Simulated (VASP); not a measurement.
A convergence study with VASP on HfO₂ (fluorite): one setting is varied, all else stays as given below, so the limit is that of these other settings.

```yaml
crystal:
  lattice:
    - [0.00000, 2.54000, 2.54000]
    - [2.54000, 0.00000, 2.54000]
    - [2.54000, 2.54000, 0.00000]
  atoms:
    - { symbol: Hf, position: [0.00000, 0.00000, 0.00000] }
    - { symbol: O, position: [0.25000, 0.25000, 0.25000] }
    - { symbol: O, position: [0.75000, 0.75000, 0.75000] }
```

Computed with PBEsol GGA, VASP's PBE PAW potentials (set 64) (plane waves; VASP). The tightest run used: 700 eV cut-off, 16×16×16 Γ-centred mesh, Gaussian smearing of 0.050 eV, potentials Hf_pv O.

| setting | E (eV/atom) | pressure (GPa) | irreducible k-points |
|---|---|---|---|
| 1×1×1 mesh | -10.6431 | -36.34 | 1 |
| 2×2×2 mesh | -10.3612 | -5.15 | 3 |
| 3×3×3 mesh | -10.5354 | -9.21 | 4 |

Q: These are the cheaper rows. Estimate the results at 16×16×16 mesh, and how far the last row shown lies from them.

A: 
| quantity | tightest run | last row shown is off by |
|---|---|---|
| E (eV/atom) | -10.5388 | 0.0034 |
| pressure (GPa) | -9.19 | -0.02 |

Left out are rungs that failed or repeat a setting and relaxations that didn't move; long series are thinned to 24 rows.

The compound is HfO2 in the fluorite structure, the high-temperature cubic form, which is unstable at 0 K; the monoclinic form is the stable one. The cell was not relaxed at this level.
